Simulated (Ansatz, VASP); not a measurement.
**In4Ga12Sb13As3 (Ga0.78In0.22As0.20Sb0.80, zincblende): VASP beside Ansatz**

Aim: how closely do two programs agree when they are given the same cell, functional and k mesh? The cell is invented: As first built, before any earlier steps moved the atoms (in the runner's words): 1x2x2 conventional cells of the GaSb type (32 atoms: 12 Ga, 3 As, 4 In, 13 Sb); Ga/In and Sb/As share their sites, the best of 600 random draws by like-pair counts in two shells; start lattice by linear mixing of the end members' cells; atoms moved at random by 0.02 A. It may not be a known or stable phase. The structure shown is the start of the Ansatz relaxation below; VASP solves that cell, so the two are compared at the walk's first step.

Main program and level: Ansatz 0.2.0; plane waves, with VASP 6.6.1 beside it; single point at PBE and single point at LDA.

## 1. Set-up

The cell holds 32 atoms: 12 Ga, 3 As, 4 In and 13 Sb. Its edges and angles: a = 6.233 Å, b = 12.466 Å, c = 12.461 Å, α = 90.0°, β = 90.1°, γ = 90.0°. It derives from GaSb (GaSb type, space group 216), repeated 1×2×2. As first built, before any earlier steps moved the atoms (in the runner's words): 1x2x2 conventional cells of the GaSb type (32 atoms: 12 Ga, 3 As, 4 In, 13 Sb); Ga/In and Sb/As share their sites, the best of 600 random draws by like-pair counts in two shells; start lattice by linear mixing of the end members' cells; atoms moved at random by 0.02 A.

## 2. Ansatz: relaxation, PBE

Ansatz runs on its default PAW (the set named soft_2) files.

The two programs are compared at the cell with which this relaxation starts, whose forces are those of its first step.

input.yaml

```yaml
crystal:
  lattice:
    - [6.23331, -0.00131, -0.00381]
    - [-0.00262, 12.46634, 0.00084]
    - [-0.00761, 0.00084, 12.46077]
  atoms:
    - { symbol: Ga, position: [0.49938, 0.99938, 0.25665] }
    - { symbol: Ga, position: [0.48588, 0.26442, 0.00537] }
    - { symbol: Ga, position: [0.00417, 0.99893, 0.498] }
    - { symbol: Ga, position: [0.00122, 0.25738, 0.74805] }
    - { symbol: Ga, position: [0.51208, 0.26003, 0.49446] }
    - { symbol: Ga, position: [0.01855, 0.49275, 0.00452] }
    - { symbol: Ga, position: [0.00178, 0.74581, 0.25695] }
    - { symbol: Ga, position: [0.49899, 0.49107, 0.25275] }
    - { symbol: Ga, position: [0.97201, 0.50087, 0.49951] }
    - { symbol: Ga, position: [0.98568, 0.73454, 0.73649] }
    - { symbol: Ga, position: [0.51045, 0.50409, 0.7416] }
    - { symbol: Ga, position: [0.50805, 0.73944, 0.50336] }
    - { symbol: As, position: [0.26168, 0.38255, 0.12489] }
    - { symbol: As, position: [0.73661, 0.38331, 0.37891] }
    - { symbol: As, position: [0.74348, 0.6202, 0.62052] }
    - { symbol: In, position: [0.99592, 0.003, 0.0011] }
    - { symbol: In, position: [0.99903, 0.26391, 0.25245] }
    - { symbol: In, position: [0.49627, 0.003, 0.74471] }
    - { symbol: In, position: [0.50019, 0.74313, 0.00136] }
    - { symbol: Sb, position: [0.26142, 0.12597, 0.38044] }
    - { symbol: Sb, position: [0.72102, 0.13158, 0.12776] }
    - { symbol: Sb, position: [0.2497, 0.14106, 0.87613] }
    - { symbol: Sb, position: [0.2485, 0.38001, 0.61972] }
    - { symbol: Sb, position: [0.76505, 0.13429, 0.61651] }
    - { symbol: Sb, position: [0.75056, 0.37908, 0.87602] }
    - { symbol: Sb, position: [0.24823, 0.61777, 0.37792] }
    - { symbol: Sb, position: [0.24861, 0.87371, 0.13759] }
    - { symbol: Sb, position: [0.76655, 0.61303, 0.13329] }
    - { symbol: Sb, position: [0.74963, 0.87164, 0.37828] }
    - { symbol: Sb, position: [0.23927, 0.61612, 0.86568] }
    - { symbol: Sb, position: [0.23849, 0.86352, 0.61828] }
    - { symbol: Sb, position: [0.76235, 0.86532, 0.86455] }
kpoints:
  mp_grid: { grid: [2, 1, 1], shift: [0.5, 0.0, 0.0] }
hamiltonian:
  xc: pbe
scf:
  occupations: { method: fermi_dirac, width: 0.01 }
output:
  forces: true
  stress: true
relax:
  f_tol: 0.02
  max_steps: 25
  cell: { stress_tol: 0.1 }
```

The run is started by

```console
> ansatz run input.yaml --threads 8 --pin off --max-ram 15360MiB --backend cpu --events-out ev --progress --plain --runs-dir out
```

Numbers of over 12 decimals in the logs are rounded to 6 here.

Output:

```text
The last accepted step is kept in <dir> (removed where the run ends without a failure and the disk answers)
Engine: ansatz 0.2.0, aarch64-unknown-linux-gnu
Pseudopotentials: kind: paw
Pseudopotential: Ga, paw, valence charge 13, recommended cutoff 420 eV (normal), Ga.paw.azcp
Pseudopotential: As, paw, valence charge 15, recommended cutoff 420 eV (normal), As.paw.azcp
Pseudopotential: In, paw, valence charge 13, recommended cutoff 420 eV (normal), In.paw.azcp
Pseudopotential: Sb, paw, valence charge 15, recommended cutoff 420 eV (normal), Sb.paw.azcp
Functional definition: PBE
  parameter kappa = 0.804
  parameter beta = 0.066725
  exchange = pbe_x(kappa = kappa, mu = beta*pi^2/3)
  correlation = pbe_c(beta = beta)
Crystal: 32 atoms, lattice volume = 968.283 Å³
Basis set: ecut = 420 eV, 18951 PW (Γ), exchange–correlation on 90×180×180 points (8 copies of the dense FFT grid, shifted against one another)
Bands: 269, of which v1, the nominal top of the filled ones, is band 224 counted from 1 (223 counted from 0)
Symmetry: 1 space group operations
Space group: P1 (ITA 1), of the structure as read, at distance tolerance 9.9e-5 Å
k-points: 1 of 2 (time reversal used)
Non-local potential: Ga, projectors of the file, l = 0: 2, l = 1: 2, l = 2: 3, l = 3: 1
Non-local potential: As, projectors of the file, l = 0: 2, l = 1: 2, l = 2: 3, l = 3: 1
Non-local potential: In, projectors of the file, l = 0: 2, l = 1: 2, l = 2: 2, l = 3: 2
Non-local potential: Sb, projectors of the file, l = 0: 2, l = 1: 2, l = 2: 2, l = 3: 2
PAW form: soft (Blöchl's): semilocal exchange-correlation on the pseudo side does not see the compensation charge
PAW one-centre angular grid: Ga, 590 points (default); XC on 64 Gauss nodes
PAW one-centre angular grid: As, 590 points (default); XC on 64 Gauss nodes
PAW one-centre angular grid: In, 590 points (default); XC on 64 Gauss nodes
PAW one-centre angular grid: Sb, 590 points (default); XC on 64 Gauss nodes
Initial density: superposition of atomic densities (neutral atoms: chi_scale 0, normalization atom), corrected by the library's trained network
Initial wavefunctions: pseudopotential atomic-orbital guess
Functional: x = pbe(κ = 0.804, μ = 0.219515), c = pbe(β = 0.066725)
SCF iter   1: F=—  HF=-166660.535430 eV  |F-HF|=—  |Δ(HF+E_count)|=         —  Δρ=2.41e-3  dr2=1.19e-1  ethr=1.77e-3  ⟨swp⟩=6.0  Hψ=980  notcnv=0  defer=18
preconditioner: auto → Resta (q_TF=auto, 2.399 Å⁻¹)  ε∞=3.3  [insulator: Δε(μ)=1.607 eV  Ē_g=13.469 eV  σ=0.010 eV  W_gap=1.00  n_scr=232 (ndim 8)  ℏωp=20.3 eV  f_vac=0.105  D(μ)=0.00/eV (n_scr^D=0)  ε∞_Penn≈3.3]
SCF iter   2: F=—  HF=-166660.491602 eV  |F-HF|=—  |Δ(HF+E_count)|=   4.38e-2  Δρ=1.40e-3  dr2=2.81e-2  ethr=2.66e-5  ⟨swp⟩=3.0  Hψ=456  notcnv=0  defer=39
SCF iter   3: F=—  HF=-166660.489678 eV  |F-HF|=—  |Δ(HF+E_count)|=   1.92e-3  Δρ=6.03e-4  dr2=7.09e-3  ethr=6.26e-6  ⟨swp⟩=2.0  Hψ=378  notcnv=0  defer=39
SCF iter   4: F=—  HF=-166660.489894 eV  |F-HF|=—  |Δ(HF+E_count)|=   2.16e-4  Δρ=2.02e-4  dr2=6.15e-4  ethr=1.58e-6  ⟨swp⟩=2.0  Hψ=374  notcnv=0  defer=39
SCF iter   5: F=—  HF=-166660.490172 eV  |F-HF|=—  |Δ(HF+E_count)|=   2.78e-4  Δρ=8.59e-5  dr2=1.19e-4  ethr=1.37e-7  ⟨swp⟩=2.0  Hψ=374  notcnv=0  defer=39
SCF iter   6: F=—  HF=-166660.490273 eV  |F-HF|=—  |Δ(HF+E_count)|=   1.00e-4  Δρ=3.63e-5  dr2=1.84e-5  ethr=2.66e-8  ⟨swp⟩=2.0  Hψ=374  notcnv=0  defer=39
SCF iter   7: F=—  HF=-166660.490899 eV  |F-HF|=—  |Δ(HF+E_count)|=   6.26e-4  Δρ=1.54e-5  dr2=4.01e-6  ethr=4.11e-9  ⟨swp⟩=2.0  Hψ=374  notcnv=0  defer=39
SCF iter   8: F=—  HF=-166660.490904 eV  |F-HF|=—  |Δ(HF+E_count)|=   5.71e-6  Δρ=5.85e-6  dr2=5.28e-7  ethr=8.96e-10  ⟨swp⟩=2.0  Hψ=374  notcnv=0  defer=39
SCF iter   9: F=—  HF=-166660.490905 eV  |F-HF|=—  |Δ(HF+E_count)|=   6.46e-7  Δρ=2.18e-6  dr2=1.34e-7  ethr=2.23e-11  ⟨swp⟩=4.0  Hψ=937  notcnv=0
SCF iter  10: F=-166660.490905 eV  HF=-166660.490905 eV  |F-HF|=5.03e-9  |Δ(HF+E_count)|=   9.62e-8  Δρ=8.17e-7  dr2=1.27e-8  ethr=2.23e-11  ⟨swp⟩=4.0  Hψ=723  notcnv=0
SCF 1 converged in 10 iterations: F = -166660.490905 eV  dr2 = 1.27e-8
  greatest PAW one-centre occupation: 0.999 electrons in one spin orbital (limit 2), on the As atom at site 12 (counted from 0), in its partial waves of l = 2
relax step   1: F+E_penalty+E_count = -166660.49090514 eV  Δ(F+E_penalty+E_count) = +0.000e0 eV  max|allowed force component| = 7.397e-2 eV/Å  Δτ_max = 0.0000 Å  P = -0.092 GPa  Ω = 968.283 Å³  (10 SCF iters, dr2 threshold 1.00e-7 eV, accepted)
[...]
relax step   3: F+E_penalty+E_count = -166660.60138302 eV  Δ(F+E_penalty+E_count) = -8.060e-2 eV  max|allowed force component| = 4.713e-2 eV/Å  Δτ_max = 0.0342 Å  P = -0.037 GPa  Ω = 966.715 Å³  energy of the carried Pulay correction = +3.148e-4 eV  (6 SCF iters, dr2 threshold 1.77e-6 eV, accepted)
[...]
relax step   4: F+E_penalty+E_count = -166660.60312205 eV  Δ(F+E_penalty+E_count) = -1.739e-3 eV  max|allowed force component| = 4.590e-3 eV/Å  Δτ_max = 0.0066 Å  P = +0.003 GPa  Ω = 965.924 Å³  energy of the carried Pulay correction = +4.738e-4 eV  (5 SCF iters, dr2 threshold 1.39e-7 eV, accepted)
[...]
relax step   5: F+E_penalty+E_count = -166660.60227976 eV  Δ(F+E_penalty+E_count) = +8.423e-4 eV  max|allowed force component| = 4.587e-3 eV/Å  Δτ_max = 0.0000 Å  P = +0.002 GPa  Ω = 965.924 Å³  stress off target by 6.58e-3 GPa  SCF on the basis re-selected at this cell (its energy is not comparable with the rows above)  (6 SCF iters)
basis re-selected at this cell: Δ(F+E_penalty+E_count) = +8.423e-4 eV, ΔP = -0.000 GPa vs the last step (what re-selecting the basis moved, of the pressure what is left beyond the Pulay correction that the steps carried, after the strain that the cell walked since its last selection, with what the two solves' SCF thresholds leave and, on support functions, any second-order correction that the steps lacked; it is no m [...]
SCF converged after 6 iterations
Free energy (F): -166660.602280 eV
Harris-Foulkes:  -166660.602280 eV  (|F-HF|=2.91e-10)
Internal energy: -166660.602280 eV  (E = F + TS)
E sigma→0 (E₀):  -166660.602280 eV
Fermi energy:    7.248254 eV
--- Per-component energies (eV) ---
  E_band       = -4568.803943
  E_kinetic    = 5346.772533
  E_local      = -61524.069443  (includes V_loc(G=0)·N_el)
  E_nonlocal   = 9262.318485
  E_hartree    = 28403.696086
  E_xc         = -3717.325679
  E_vxc        = -2567.907282  (∫ρ·V_xc dr)
  E_paw        = -105476.987839  (= ΣΔE_a)
  E_vpaw       = -11893.310773  (= ΣTr[D̂ρ^β])
  E_aug_tail   = -0.001255  (compensation charges beyond the density's cutoff)
  E_ewald      = -38955.005169
  E_smearing   = -0.000000  (= −TS)
  E_closure    = -0.000000  (closes the sum)
  Σ components = -166660.602280   (vs F -166660.602280, Δ=0.00e0)
--- Forces (eV/Å), atoms counted from 1 ---
  atom   1  Ga     0.00312885     0.00093755    -0.00011033
  atom   2  Ga     0.00010431     0.00164936     0.00129928
  atom   3  Ga    -0.00095351    -0.00211543     0.00093111
  atom   4  Ga    -0.00091179    -0.00006666    -0.00067143
  atom   5  Ga     0.00213029     0.00061960     0.00045241
  atom   6  Ga     0.00234367    -0.00206043    -0.00113382
  atom   7  Ga    -0.00173540    -0.00093244    -0.00028301
  atom   8  Ga     0.00102103    -0.00076231     0.00176073
  atom   9  Ga    -0.00100453    -0.00234670    -0.00240661
  atom  10  Ga    -0.00159779    -0.00214737    -0.00095423
  atom  11  Ga     0.00370654     0.00011047    -0.00007591
  atom  12  Ga     0.00417144    -0.00142540     0.00141090
  atom  13  As    -0.00136415     0.00039815    -0.00204421
  atom  14  As     0.00036519     0.00193155    -0.00107483
  atom  15  As    -0.00458705     0.00341072     0.00065327
  atom  16  In    -0.00306717    -0.00179410    -0.00042763
  atom  17  In    -0.00027461     0.00301728     0.00002466
  atom  18  In     0.00143835     0.00107696    -0.00147009
  atom  19  In     0.00155958    -0.00183907     0.00131625
  atom  20  Sb    -0.00137374    -0.00045392     0.00143226
  atom  21  Sb     0.00100093    -0.00340470    -0.00269572
  atom  22  Sb    -0.00010600     0.00038051     0.00139711
  atom  23  Sb     0.00088099     0.00049165     0.00243836
  atom  24  Sb     0.00002620    -0.00058078    -0.00066987
  atom  25  Sb    -0.00156846    -0.00068315    -0.00046985
  atom  26  Sb     0.00168022     0.00127291     0.00033017
  atom  27  Sb    -0.00104214     0.00081358     0.00012688
  atom  28  Sb    -0.00055399     0.00056258    -0.00080114
  atom  29  Sb    -0.00129005    -0.00031520    -0.00214934
  atom  30  Sb    -0.00277278     0.00081027     0.00275472
  atom  31  Sb    -0.00022946     0.00256726     0.00221320
  atom  32  Sb     0.00087457     0.00087752    -0.00110374
  max |Σ_I F_I| component: 4.58e-7 eV/Å
--- Stress (GPa, compression-positive) ---
        0.005721      -0.001734      -0.000937
       -0.001734       0.000797       0.001492
       -0.000937       0.001492       0.000603
  P = ⅓ Tr σ = 0.0024 GPa (0.024 kbar)
--- Relaxed structure (4 steps of the walk, 4 accepted, 1 SCFs on fresh bases) ---
  F+E_penalty+E_count = -166660.60227976 eV   max|allowed force component| = 4.587e-3 eV/Å   (the final SCF, on the basis selected at the relaxed cell)
  cell:  # Å, volume = 965.9238 Å³
    - [6.077820, -0.000259112, -0.00473149]
    - [-0.000422763, 12.609309, 0.00121701]
    - [-0.00917459, 0.00121516, 12.603872]
  atoms:
    - { symbol: Ga, position: [0.499817, 1.000060, 0.256578] }
    - { symbol: Ga, position: [0.487178, 0.264258, 0.00612013] }
    - { symbol: Ga, position: [0.00425372, 0.998564, 0.498543] }
    - { symbol: Ga, position: [0.00115497, 0.256548, 0.747740] }
    - { symbol: Ga, position: [0.511526, 0.260300, 0.493625] }
    - { symbol: Ga, position: [0.018031, 0.493134, 0.00435026] }
    - { symbol: Ga, position: [0.00163785, 0.745968, 0.256462] }
    - { symbol: Ga, position: [0.498793, 0.490362, 0.252869] }
    - { symbol: Ga, position: [0.972584, 0.501015, 0.499736] }
    - { symbol: Ga, position: [0.986481, 0.734214, 0.736536] }
    - { symbol: Ga, position: [0.510098, 0.504248, 0.741435] }
    - { symbol: Ga, position: [0.507492, 0.739412, 0.503335] }
    - { symbol: As, position: [0.261767, 0.382506, 0.124743] }
    - { symbol: As, position: [0.736487, 0.383440, 0.379398] }
    - { symbol: As, position: [0.743414, 0.619985, 0.620345] }
    - { symbol: In, position: [0.995117, 0.00136513, -0.000368051] }
    - { symbol: In, position: [0.998634, 0.264153, 0.252540] }
    - { symbol: In, position: [0.496171, 0.0044094, 0.745364] }
    - { symbol: In, position: [0.500627, 0.743788, 0.00216703] }
    - { symbol: Sb, position: [0.260960, 0.125913, 0.380360] }
    - { symbol: Sb, position: [0.722009, 0.130758, 0.127539] }
    - { symbol: Sb, position: [0.249271, 0.141243, 0.877023] }
    - { symbol: Sb, position: [0.248505, 0.379328, 0.620048] }
    - { symbol: Sb, position: [0.764981, 0.134582, 0.615864] }
    - { symbol: Sb, position: [0.750729, 0.378994, 0.875112] }
    - { symbol: Sb, position: [0.248104, 0.617969, 0.377153] }
    - { symbol: Sb, position: [0.248481, 0.874107, 0.137591] }
    - { symbol: Sb, position: [0.766789, 0.613245, 0.133559] }
    - { symbol: Sb, position: [0.749490, 0.871515, 0.378303] }
    - { symbol: Sb, position: [0.239832, 0.616445, 0.866914] }
    - { symbol: Sb, position: [0.239140, 0.864435, 0.619136] }
    - { symbol: Sb, position: [0.761244, 0.864646, 0.863700] }
```

## 3. VASP: single point, PBE, start cell

The same cell, functional, mesh and smearing now go to VASP, with its own data sets.

Lines of VASP's logs that name or quote its potential files are left out, and so is its time.

INCAR

```
SYSTEM = In4Ga12Sb13As3
PREC = Accurate
ENCUT = 400
EDIFF = 1E-06
NELM = 120
ISMEAR = -1
SIGMA = 0.01
LREAL = Auto
ALGO = Normal
GGA = PE
NBANDS = 168
LORBIT = 11
LWAVE = .FALSE.
LCHARG = .FALSE.
ISIF = 2
ISYM = 0
LASPH = .TRUE.
GGA_COMPAT = .FALSE.
EFERMI = MIDGAP
```

POSCAR

```
In4Ga12Sb13As3
1.0
    6.2333100000     -0.0013100000     -0.0038100000
   -0.0026200000     12.4663400000      0.0008400000
   -0.0076100000      0.0008400000     12.4607700000
Ga As In Sb
12 3 4 13
Direct
    0.4993769750      0.9993822242      0.2566505236
    0.4858788752      0.2644185855      0.0053711839
    0.0041722587      0.9989288873      0.4980010702
    0.0012139616      0.2573789282      0.7480507566
    0.5120785127      0.2600326542      0.4944584156
    0.0185496036      0.4927525241      0.0045227351
    0.0017822626      0.7458072295      0.2569488332
    0.4989820894      0.4910696607      0.2527523278
    0.9720058140      0.5008730501      0.4995102717
    0.9856768229      0.7345437863      0.7364904747
    0.5104453810      0.5040890701      0.7416011500
    0.5080555733      0.7394425896      0.5033569001
    0.2616832362      0.3825531707      0.1248940209
    0.7366050711      0.3833079051      0.3789079236
    0.7434809210      0.6202022989      0.6205163639
    0.9959261168      0.0030003786      0.0010988051
    0.9990378414      0.2639103926      0.2524470518
    0.4962652468      0.0030020478      0.7447122649
    0.5001928960      0.7431334384      0.0013627972
    0.2614221348      0.1259730516      0.3804411927
    0.7210161257      0.1315812989      0.1277638977
    0.2496966958      0.1410591364      0.8761282693
    0.2485054832      0.3800076827      0.6197231471
    0.7650579683      0.1342883602      0.6165110237
    0.7505578380      0.3790805783      0.8760165863
    0.2482299925      0.6177681446      0.3779161987
    0.2486056704      0.8737135435      0.1375928830
    0.7665462605      0.6130261337      0.1332907677
    0.7496277878      0.8716402938      0.3782770972
    0.2392632545      0.6161219946      0.8656763627
    0.2384876652      0.8635167227      0.6182830823
    0.7623471920      0.8653199296      0.8645515224
```

KPOINTS

```
Points of the shifted mesh
2
Reciprocal
 0.2500000000  0.0000000000  0.0000000000 1
 0.7500000000  0.0000000000  0.0000000000 1
```

Potentials, in the order of the species: Ga_d, As, In_d and Sb (PBE family, release 64).

The run is started by

```console
> mpirun -np 4 vasp_std
```

Output:

```text
[banner, memory and clock lines left out]
running    4 mpi-ranks, on    1 nodes
[...]
LDA part: xc-table for (Slater+PW92), standard interpolation
 POSCAR, INCAR and KPOINTS ok, starting setup
[...]
entering main loop
       N       E                     dE             d eps       ncg     rms          rms(c)
DAV:   1     0.280141119644E+04    0.28014E+04   -0.10082E+05   672   0.175E+03
DAV:   2     0.421025104583E+03   -0.23804E+04   -0.23274E+04   744   0.499E+02
DAV:   3    -0.592623558809E+02   -0.48029E+03   -0.44950E+03   768   0.198E+02
DAV:   4    -0.116579702072E+03   -0.57317E+02   -0.55781E+02   832   0.605E+01
[...]
DAV:  15    -0.119008470042E+03   -0.65235E-05   -0.26933E-05   768   0.510E-02    0.215E-02
DAV:  16    -0.119008471540E+03   -0.14983E-05   -0.11550E-05   840   0.220E-02    0.508E-03
DAV:  17    -0.119008472296E+03   -0.75546E-06   -0.27226E-06   472   0.118E-02
   1 F= -.11900847E+03 E0= -.11900847E+03  d E =0.000000E+00
```

From OUTCAR (step 3):

```text
  Total       -6.9035260      2.1235328      2.1431080      0.0454195      0.0363031     -0.0822681
  in kB      -11.4229732      3.5137201      3.5461104      0.0751537      0.0600692     -0.1361255
  external PRESSURE =      -1.4543809 kB  Pullay stress =       0.0000000 kB

 POSITION                                       TOTAL-FORCE (eV/Angst)
 -----------------------------------------------------------------------------------
      3.10820     12.45820      3.19700         0.007047      0.027009     -0.009670
      3.02790      3.29570      0.06530         0.000458     -0.010340      0.023254
      0.01960     12.45340      6.20630         0.000372     -0.007080      0.026893
      0.00120      3.20920      9.32150        -0.003933     -0.004890     -0.022495
      3.18750      3.24140      6.15960         0.002034      0.015447     -0.021544
      0.11430      6.14280      0.05670         0.000597      0.034094     -0.009429
      0.00720      9.29770      3.20240        -0.005043     -0.020512     -0.014780
      3.10710      6.12140      3.14800        -0.009045     -0.018624      0.017394
      6.05370      6.24320      6.22100        -0.010751     -0.001343      0.000999
      6.13650      9.15640      9.17410        -0.004574      0.004907      0.013309
      3.17480      6.28410      9.23940         0.015269     -0.013404     -0.010832
      3.16110      9.21790      6.27090         0.010366     -0.014455     -0.012563
      1.62920      4.76880      1.55560         0.017684     -0.011839      0.003851
      4.58760      4.77780      4.71900        -0.022152     -0.007462      0.020510
[...]
-----------------------------------------------------------------------------------
    total drift:                                0.004252      0.016594     -0.011156

  FREE ENERGIE OF THE ION-ELECTRON SYSTEM (eV)
  ---------------------------------------------------
  free  energy   TOTEN  =      -119.0084722956 eV

  energy  without entropy=     -119.0084722956  energy(sigma->0) =     -119.00847230

[... 3 further parts left out ...]
[key lines of the parts left out:]
E-fermi :   4.5846
```

The run ends at a pressure of -0.15 GPa, with forces up to 0.081 eV/Å.

## 4. Differences

Known differences besides the potentials themselves: the data sets hold 448 valence electrons in Ansatz (on its default PAW (the set named soft_2) files) and 288 in VASP; the cutoff is 420 eV in Ansatz and 400 eV in VASP (PREC = Accurate, projectors in real space). Total energies have different zeros and are not compared.

At this near-relaxed geometry the largest component of a force difference is 13 meV/Å.

(Continued in part 2 of 2.)

[Lines on the potential files, build, host, timing and source positions are cut from VASP's logs without a mark.]

[Logs are printed without paths, hosts, clocks, repeated set-up lines and the standing remarks that a program may print on its own settings, such as how far it seeks lower states.]

[Hosts, paths, dates, database ids (printed as entryN), source tags and the programs' standing remarks are cut or masked in the printed files.]
